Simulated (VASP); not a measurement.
Here is the system:

```
FeO
1.0
    3.02693     0.00000     0.00000
   -1.51346     2.62140     0.00000
    0.00000     0.00000     5.78240
Fe O
2 2
Direct
  0.66667   0.33333   0.97669
  0.33333   0.66667   0.47669
  0.66667   0.33333   0.64851
  0.33333   0.66667   0.14851
```
Starting moments (μB, in the order of the record's atoms Fe Fe O O): 3.7 3.7 0.3 0.3.

The numbers are results of r2SCAN meta-GGA, VASP's PBE PAW potentials (set 64) (plane waves; VASP), not measurements. Run with 520 eV cut-off, 13×13×6 Γ-centred mesh, tetrahedra with Blöchl corrections, potentials Fe O.

The cores are frozen, which limits the accuracy of field gradients. The moments were started parallel, and other spin orders were not tried in this run.

Question: Give the principal components of the electric field gradient (V/Å²) and the asymmetry η at each nucleus.

Answer: 
| atom | Vxx | Vyy | Vzz | η |
|---|---|---|---|---|
| Fe1 | 11.9 | 11.9 | -23.8 | 0.00 |
| Fe2 | 11.9 | 11.9 | -23.8 | 0.00 |
| O3 | -11.6 | -11.6 | 23.2 | 0.00 |
| O4 | -11.6 | -11.6 | 23.2 | 0.00 |

The structure was generated: FeO was put into the wurtzite type (P6_3mc), which need not be its known phase. It was relaxed first, which changed the volume by -8 %.
